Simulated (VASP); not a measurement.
# GW on GaP

How does the gap of GaP change from the starting functional to GW? The cell is of the zinc-blende type. The start is a cell from a database of measured crystal structures.

Program: VASP 6.6.1. Level of theory: PBE; plane waves and PAW (Ga_d_GW, P_GW), in the first sound run; inputs show where later runs differ. Results are calculated unless marked as measured.

Report form: the programs' logs are mostly left out.

## Step 1: The structure

It takes space group F-43m (No. 216, cubic). Conventional cell: a = 5.451 Å, b = 5.451 Å, c = 5.451 Å, α = 90.00°, β = 90.00°, γ = 90.00°. Nearest to Ga lie 4 P at 2.36 Å. Nearest to P lie 4 Ga at 2.36 Å. Farther neighbours are not listed.

As a file:

```cif
data_structure
_symmetry_space_group_name_H-M 'P 1'
_symmetry_Int_Tables_number 1
_cell_length_a 3.8541
_cell_length_b 3.8541
_cell_length_c 3.8541
_cell_angle_alpha 60.000
_cell_angle_beta 60.000
_cell_angle_gamma 60.000
_cell_volume 40.48
loop_
_atom_site_label
_atom_site_type_symbol
_atom_site_fract_x
_atom_site_fract_y
_atom_site_fract_z
_atom_site_occupancy
Ga1 Ga 0.00000 0.00000 0.00000 1
P2 P 0.75000 0.75000 0.75000 1
```

## Step 2: Empty bands

ALGO = Exact makes the empty bands from the converged ground state in one step. LOPTICS writes the k-derivatives of the orbitals (WAVEDER), which give the long-wavelength limit of the screening.

File INCAR:

```
SYSTEM = GaP
PREC = Accurate
ENCUT = 430
ISMEAR = 0
SIGMA = 0.01
LREAL = .FALSE.
GGA = PE
NBANDS = 72
ALGO = Exact
NELM = 1
LWAVE = .TRUE.
LCHARG = .FALSE.
LOPTICS = .TRUE.
NEDOS = 1000
CSHIFT = 0.1
```

File POSCAR:

```
GaP
1.0
    0.0000000000      2.7252500000      2.7252500000
    2.7252500000      0.0000000000      2.7252500000
    2.7252500000      2.7252500000      0.0000000000
Ga P
1 1
Direct
    0.0000000000      0.0000000000      0.0000000000
    0.7500000000      0.7500000000      0.7500000000
```

File KPOINTS:

```
Automatic mesh
0
Gamma
4 4 4
0 0 0
```

Potentials, in the order of the species: Ga_d_GW and P_GW (PBE family, release 64).

Command:

```sh
mpirun -np 8 vasp_std
```

The job ended after 2.6 s (8 MPI ranks of Intel Xeon 6975P-C (Granite Rapids), shared host; peak memory 1.1 GiB).

WAVECAR now holds 72 bands for 18 electrons. Its independent-particle dielectric tensor has xx, yy, zz = 19.7, 19.7, 19.7 on this mesh, which isn't tested for convergence; a coarse zone-centred mesh tends to overstate it, local fields are missing, and the same mesh feeds the screening.

## Step 3: G0W0, ENCUTGW 80, bands in the sums 72

This step: G0W0 on PBE; plane waves and PAW (Ga_d_GW, P_GW) (VASP 6.6.1).

G0W0 keeps orbitals and screening fixed and shifts each of the lowest NBANDSGW levels once.

File INCAR:

```
SYSTEM = GaP
PREC = Accurate
ENCUT = 430
ISMEAR = 0
SIGMA = 0.01
LREAL = .FALSE.
GGA = PE
NBANDS = 72
ALGO = EVGW0
NELMGW = 1
ENCUTGW = 80
NOMEGA = 64
PRECFOCK = Fast
NBANDSGW = 24
LWAVE = .FALSE.
LCHARG = .FALSE.
```

POSCAR is that of step 2.

KPOINTS is that of step 2.

Command:

```sh
mpirun -np 8 vasp_std
```

Run time: 7.6 s. Hardware: 8 MPI ranks; peak memory 1.1 GiB.

Numbers from this step:

* quasiparticle gap on the mesh: 1.968 eV
* smallest direct quasiparticle gap on the mesh: 2.735 eV
* gap of the starting orbitals on the mesh: 1.625 eV

GW takes the gap from 1.625 to 1.968 eV. Spin-orbit coupling is left out. The value holds for 72 bands, ENCUTGW = 80 eV and this mesh, and isn't shown to be converged in them.

## Step 4: Empty bands

This step: PBE; plane waves and PAW (Ga_d_GW, P_GW) (VASP 6.6.1).

The empty bands are made again, for the run that follows.

File INCAR:

```
SYSTEM = GaP
PREC = Accurate
ENCUT = 430
ISMEAR = 0
SIGMA = 0.01
LREAL = .FALSE.
GGA = PE
NBANDS = 96
ALGO = Exact
NELM = 1
LWAVE = .TRUE.
LCHARG = .FALSE.
LOPTICS = .TRUE.
NEDOS = 1000
CSHIFT = 0.1
```

POSCAR is that of step 3.

KPOINTS is that of step 3.

Command:

```sh
mpirun -np 8 vasp_std
```

Wall time 2.6 s (8 MPI ranks); peak memory 1.1 GiB; 15 s of CPU time.

WAVECAR now holds 96 bands for 18 electrons.

## Step 5: G0W0, ENCUTGW 100, bands in the sums 96

This step: G0W0 on PBE; plane waves and PAW (Ga_d_GW, P_GW) (VASP 6.6.1).

ENCUTGW rises to 100 eV and the bands with it, to about the number of plane waves under that cutoff.

File INCAR:

```
SYSTEM = GaP
PREC = Accurate
ENCUT = 430
ISMEAR = 0
SIGMA = 0.01
LREAL = .FALSE.
GGA = PE
NBANDS = 96
ALGO = EVGW0
NELMGW = 1
ENCUTGW = 100
NOMEGA = 64
PRECFOCK = Fast
NBANDSGW = 24
LWAVE = .FALSE.
LCHARG = .FALSE.
```

POSCAR is that of step 4.

KPOINTS is that of step 4.

Command:

```sh
mpirun -np 8 vasp_std
```

Run time: 10 s. Hardware: 8 MPI ranks; peak memory 1.2 GiB.

The gap is now 2.027 eV, +59 meV against the GW run before. Spin-orbit coupling is left out.

## Step 6: Empty bands

This step: PBE; plane waves and PAW (Ga_d_GW, P_GW) (VASP 6.6.1).

File INCAR:

```
SYSTEM = GaP
PREC = Accurate
ENCUT = 430
ISMEAR = 0
SIGMA = 0.01
LREAL = .FALSE.
GGA = PE
NBANDS = 128
ALGO = Exact
NELM = 1
LWAVE = .TRUE.
LCHARG = .FALSE.
LOPTICS = .TRUE.
NEDOS = 1000
CSHIFT = 0.1
```

POSCAR is that of step 5.

KPOINTS is that of step 5.

Command:

```sh
mpirun -np 8 vasp_std
```

Elapsed: 2.6 s, on 8 MPI ranks; peak memory 1.1 GiB.

WAVECAR now holds 128 bands for 18 electrons.

## Step 7: G0W0, ENCUTGW 120, bands in the sums 128

This step: G0W0 on PBE; plane waves and PAW (Ga_d_GW, P_GW) (VASP 6.6.1).

ENCUTGW rises to 120 eV and the bands with it, to about the number of plane waves under that cutoff.

File INCAR:

```
SYSTEM = GaP
PREC = Accurate
ENCUT = 430
ISMEAR = 0
SIGMA = 0.01
LREAL = .FALSE.
GGA = PE
NBANDS = 128
ALGO = EVGW0
NELMGW = 1
ENCUTGW = 120
NOMEGA = 64
PRECFOCK = Fast
NBANDSGW = 24
LWAVE = .FALSE.
LCHARG = .FALSE.
```

POSCAR is that of step 6.

KPOINTS is that of step 6.

Command:

```sh
mpirun -np 8 vasp_std
```

Run time: 12 s. Hardware: 8 MPI ranks; peak memory 1.3 GiB; 93 s of CPU time.

The gap is now 2.073 eV, +46 meV against the GW run before. Spin-orbit coupling is left out.

## Step 8: Empty bands

This step: PBE; plane waves and PAW (Ga_d_GW, P_GW) (VASP 6.6.1).

File INCAR:

```
SYSTEM = GaP
PREC = Accurate
ENCUT = 430
ISMEAR = 0
SIGMA = 0.01
LREAL = .FALSE.
GGA = PE
NBANDS = 168
ALGO = Exact
NELM = 1
LWAVE = .TRUE.
LCHARG = .FALSE.
LOPTICS = .TRUE.
NEDOS = 1000
CSHIFT = 0.1
```

POSCAR is that of step 7.

KPOINTS is that of step 7.

Command:

```sh
mpirun -np 8 vasp_std
```

Wall time 2.4 s (8 MPI ranks); peak memory 1.1 GiB; 15 s of CPU time.

WAVECAR now holds 168 bands for 18 electrons.

## Step 9: G0W0, ENCUTGW 145, bands in the sums 168

This step: G0W0 on PBE; plane waves and PAW (Ga_d_GW, P_GW) (VASP 6.6.1).

ENCUTGW rises to 145 eV and the bands with it, to about the number of plane waves under that cutoff.

File INCAR:

```
SYSTEM = GaP
PREC = Accurate
ENCUT = 430
ISMEAR = 0
SIGMA = 0.01
LREAL = .FALSE.
GGA = PE
NBANDS = 168
ALGO = EVGW0
NELMGW = 1
ENCUTGW = 145
NOMEGA = 64
PRECFOCK = Fast
NBANDSGW = 24
LWAVE = .FALSE.
LCHARG = .FALSE.
```

POSCAR is that of step 8.

KPOINTS is that of step 8.

Command:

```sh
mpirun -np 8 vasp_std
```

The job ended after 16 s (8 MPI ranks; peak memory 1.6 GiB; 2.1 min of CPU time).

The gap is now 2.116 eV, +42 meV against the GW run before. Spin-orbit coupling is left out.

## Step 10: Empty bands

This step: PBE; plane waves and PAW (Ga_d_GW, P_GW) (VASP 6.6.1).

File INCAR:

```
SYSTEM = GaP
PREC = Accurate
ENCUT = 430
ISMEAR = 0
SIGMA = 0.01
LREAL = .FALSE.
GGA = PE
NBANDS = 208
ALGO = Exact
NELM = 1
LWAVE = .TRUE.
LCHARG = .FALSE.
LOPTICS = .TRUE.
NEDOS = 1000
CSHIFT = 0.1
```

POSCAR is that of step 9.

KPOINTS is that of step 9.

Command:

```sh
mpirun -np 8 vasp_std
```

Run time: 2.6 s. Hardware: 8 MPI ranks; peak memory 1 GiB; 16 s of CPU time.

WAVECAR now holds 208 bands for 18 electrons.

## Step 11: G0W0, ENCUTGW 170, bands in the sums 208

This step: G0W0 on PBE; plane waves and PAW (Ga_d_GW, P_GW) (VASP 6.6.1).

ENCUTGW rises to 170 eV and the bands with it, to about the number of plane waves under that cutoff.

File INCAR:

```
SYSTEM = GaP
PREC = Accurate
ENCUT = 430
ISMEAR = 0
SIGMA = 0.01
LREAL = .FALSE.
GGA = PE
NBANDS = 208
ALGO = EVGW0
NELMGW = 1
ENCUTGW = 170
NOMEGA = 64
PRECFOCK = Fast
NBANDSGW = 24
LWAVE = .FALSE.
LCHARG = .FALSE.
```

POSCAR is that of step 10.

KPOINTS is that of step 10.

Command:

```sh
mpirun -np 8 vasp_std
```

It took 19 s on 8 MPI ranks; peak memory 1.7 GiB.

The gap is now 2.144 eV, +28 meV against the GW run before. Spin-orbit coupling is left out.

## Step 12: Empty bands

This step: PBE; plane waves and PAW (Ga_d_GW, P_GW) (VASP 6.6.1).

File INCAR:

```
SYSTEM = GaP
PREC = Accurate
ENCUT = 430
ISMEAR = 0
SIGMA = 0.01
LREAL = .FALSE.
GGA = PE
NBANDS = 264
ALGO = Exact
NELM = 1
LWAVE = .TRUE.
LCHARG = .FALSE.
LOPTICS = .TRUE.
NEDOS = 1000
CSHIFT = 0.1
```

POSCAR is that of step 11.

KPOINTS is that of step 11.

Command:

```sh
mpirun -np 8 vasp_std
```

Run time: 2.6 s. Hardware: 8 MPI ranks; peak memory 1.1 GiB; 16 s of CPU time.

WAVECAR now holds 264 bands for 18 electrons.

## Step 13: G0W0, ENCUTGW 200, bands in the sums 264

This step: G0W0 on PBE; plane waves and PAW (Ga_d_GW, P_GW) (VASP 6.6.1).

ENCUTGW rises to 200 eV and the bands with it, to about the number of plane waves under that cutoff.

File INCAR:

```
SYSTEM = GaP
PREC = Accurate
ENCUT = 430
ISMEAR = 0
SIGMA = 0.01
LREAL = .FALSE.
GGA = PE
NBANDS = 264
ALGO = EVGW0
NELMGW = 1
ENCUTGW = 200
NOMEGA = 64
PRECFOCK = Fast
NBANDSGW = 24
LWAVE = .FALSE.
LCHARG = .FALSE.
```

POSCAR is that of step 12.

KPOINTS is that of step 12.

Command:

```sh
mpirun -np 8 vasp_std
```

Wall time 30 s (8 MPI ranks); peak memory 2.1 GiB; 3.9 min of CPU time.

The gap is now 2.166 eV, +22 meV against the GW run before. Spin-orbit coupling is left out.

## Step 14: Empty bands

This step: PBE; plane waves and PAW (Ga_d_GW, P_GW) (VASP 6.6.1).

File INCAR:

```
SYSTEM = GaP
PREC = Accurate
ENCUT = 430
ISMEAR = 0
SIGMA = 0.01
LREAL = .FALSE.
GGA = PE
NBANDS = 328
ALGO = Exact
NELM = 1
LWAVE = .TRUE.
LCHARG = .FALSE.
LOPTICS = .TRUE.
NEDOS = 1000
CSHIFT = 0.1
```

POSCAR is that of step 13.

KPOINTS is that of step 13.

Command:

```sh
mpirun -np 8 vasp_std
```

Elapsed: 3 s, on 8 MPI ranks; peak memory 1.1 GiB.

WAVECAR now holds 328 bands for 18 electrons.

## Step 15: G0W0, ENCUTGW 230, bands in the sums 328

This step: G0W0 on PBE; plane waves and PAW (Ga_d_GW, P_GW) (VASP 6.6.1).

ENCUTGW rises to 230 eV and the bands with it, to about the number of plane waves under that cutoff.

File INCAR:

```
SYSTEM = GaP
PREC = Accurate
ENCUT = 430
ISMEAR = 0
SIGMA = 0.01
LREAL = .FALSE.
GGA = PE
NBANDS = 328
ALGO = EVGW0
NELMGW = 1
ENCUTGW = 230
NOMEGA = 64
PRECFOCK = Fast
NBANDSGW = 24
LWAVE = .FALSE.
LCHARG = .FALSE.
```

POSCAR is that of step 14.

KPOINTS is that of step 14.

Command:

```sh
mpirun -np 8 vasp_std
```

The job ended after 45 s (8 MPI ranks; peak memory 2.5 GiB).

The gap is now 2.185 eV, +20 meV against the GW run before. Spin-orbit coupling is left out.

## Step 16: Empty bands

This step: PBE; plane waves and PAW (Ga_d_GW, P_GW) (VASP 6.6.1).

File INCAR:

```
SYSTEM = GaP
PREC = Accurate
ENCUT = 430
ISMEAR = 0
SIGMA = 0.01
LREAL = .FALSE.
GGA = PE
NBANDS = 392
ALGO = Exact
NELM = 1
LWAVE = .TRUE.
LCHARG = .FALSE.
LOPTICS = .TRUE.
NEDOS = 1000
CSHIFT = 0.1
```

POSCAR is that of step 15.

KPOINTS is that of step 15.

Command:

```sh
mpirun -np 8 vasp_std
```

Run time: 3.6 s. Hardware: 8 MPI ranks; peak memory 1.1 GiB; 20 s of CPU time.

WAVECAR now holds 392 bands for 18 electrons.

## Step 17: G0W0, ENCUTGW 260, bands in the sums 392

This step: G0W0 on PBE; plane waves and PAW (Ga_d_GW, P_GW) (VASP 6.6.1).

ENCUTGW rises to 260 eV and the bands with it, to about the number of plane waves under that cutoff.

File INCAR:

```
SYSTEM = GaP
PREC = Accurate
ENCUT = 430
ISMEAR = 0
SIGMA = 0.01
LREAL = .FALSE.
GGA = PE
NBANDS = 392
ALGO = EVGW0
NELMGW = 1
ENCUTGW = 260
NOMEGA = 64
PRECFOCK = Fast
NBANDSGW = 24
LWAVE = .FALSE.
LCHARG = .FALSE.
```

POSCAR is that of step 16.

KPOINTS is that of step 16.

Command:

```sh
mpirun -np 8 vasp_std
```

It took 72 s on 8 MPI ranks; peak memory 3 GiB; 7.6 min of CPU time.

The gap is now 2.193 eV, +8 meV against the GW run before. Spin-orbit coupling is left out.

## Step 18: Summary

This step: GW series: G0W0 on PBE; plane waves and PAW (VASP 6.6.1).

No new run; the numbers come from the runs before.

Numbers from this step:

- gap extrapolated to a complete basis: 2.252 eV
- direct gap extrapolated to a complete basis: 2.671 eV

G0W0 on a 4x4x4 mesh; cost is wall time times ranks on a shared host, with the step that makes the empty bands but not the self-consistent start. G0W0 series:

```
response cutoff ENCUTGW (eV)  bands  quasiparticle gap (eV)  direct quasiparticle gap (eV)  cost (core minutes)
                          80     72                   1.968                          2.735                 1.36
                         100     96                   2.027                          2.731                 1.68
                         120    128                   2.074                          2.722                 1.97
                         145    168                   2.116                          2.718                 2.48
                         170    208                   2.144                          2.708                 2.91
                         200    264                   2.166                          2.705                 4.35
                         230    328                   2.185                          2.701                  6.4
                         260    392                   2.193                          2.693                10.08
```

## Step 19: Summary of results

| Item | Value |
| --- | --- |
| G0W0 on PBE, 392 bands, ENCUTGW 260 eV, NOMEGA 64, mesh 4×4×4 | 1.625 → 2.193 eV |
| G0W0 on PBE, 72 bands, ENCUTGW 80 eV, NOMEGA 64, mesh 4×4×4 | 1.625 → 1.968 eV |
| gap at a complete basis (linear in ENCUTGW^-3/2) | 2.25 eV |

What this shows: G0W0 gives a quasiparticle gap of 2.193 eV on the mesh , 0.57 eV over the PBE gap on the same mesh. The steps of the series move the gap by +59, +46, +42, +28, +22, +20, +8 meV; the last costs 1.6 times the one before. The last step lies within a tolerance of 30 meV, picked for this account, and the last two together move the gap by +27 meV. Extrapolated from the last three points to a complete basis, the gap is 2.25 eV, +59 meV from the dearest run. The extrapolation removes the error of the response basis alone, at this mesh, ENCUT and data set. In Ga_d_GW the d shell is in the valence without all the semicore s and p states of the same shell; those stay frozen in the core, and how far that moves the GW gap wasn't tested here. Spin-orbit coupling is left out; with Ga in the cell it can split or shift band edges, by an amount that depends on which atoms form them and isn't tested here. Not tabulated here, as repeats of values shown or as unfit to read for their mesh, reference level or band range: eps2 curves (empty bands); eps1 curves and static values (empty bands); gaps (empty bands).

[Lines on the potential files, build, host, timing and source positions are cut from VASP's logs without a mark.]

[Logs are printed without paths, hosts, clocks, repeated set-up lines and the standing remarks that a program may print on its own settings, such as how far it seeks lower states.]

[Hosts, paths, dates, database ids (printed as entryN), source tags and the programs' standing remarks are cut or masked in the printed files.]

[Measured values are set beside computed ones only where the two were judged alike; some that the calculation misses by far are left out.]

[Pressures printed for these runs are not shown converged in the cutoff: they can be off by several GPa and have the wrong sign.]
